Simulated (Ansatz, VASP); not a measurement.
# Al6W in VASP and in Ansatz

```xyz
7
Lattice="5.5282 0.0000 0.0000 0.0000 5.5282 0.0000 0.0000 0.0000 3.6509" Properties=species:S:1:pos:R:3 pbc="T T T"
Al    4.1980    4.1980    0.0000
Al    1.3302    1.3302    0.0000
Al    1.3302    4.1980    0.0000
Al    4.1980    1.3302    0.0000
Al    2.7641    0.0000    1.8254
Al    0.0000    2.7641    1.8254
W     2.7641    2.7641    1.8254
```

Alike in both runs: functional PBE; k mesh 6 × 6 × 8; occupations gaussian, width 0.1 eV; no spin polarisation.

Ansatz relaxed the structure, and its values are those at the end. VASP's run is a single point on that final structure, the one shown.

|  | VASP | Ansatz |
| --- | --- | --- |
| version | VASP 6.6.1 | Ansatz 0.2.0 |
| potentials or method | VASP PAW PBE potentials, release 64 (Al, W_sv) | scalar-relativistic, plane waves, PAW |
| plane-wave cutoff (eV) | 520 | 420 |
| valence electrons in the cell | 32 | 32 |

|  | VASP | Ansatz | Ansatz less VASP |
| --- | --- | --- | --- |
| gap on the k mesh at the Fermi level (eV) | none | none | - |
| pressure (GPa) | 7.6 | 7.6 | +0.01 |

A gap of «none» marks a metal or a gap that the smearing closes.

Spin-orbit coupling is left out, which matters for the levels of W.
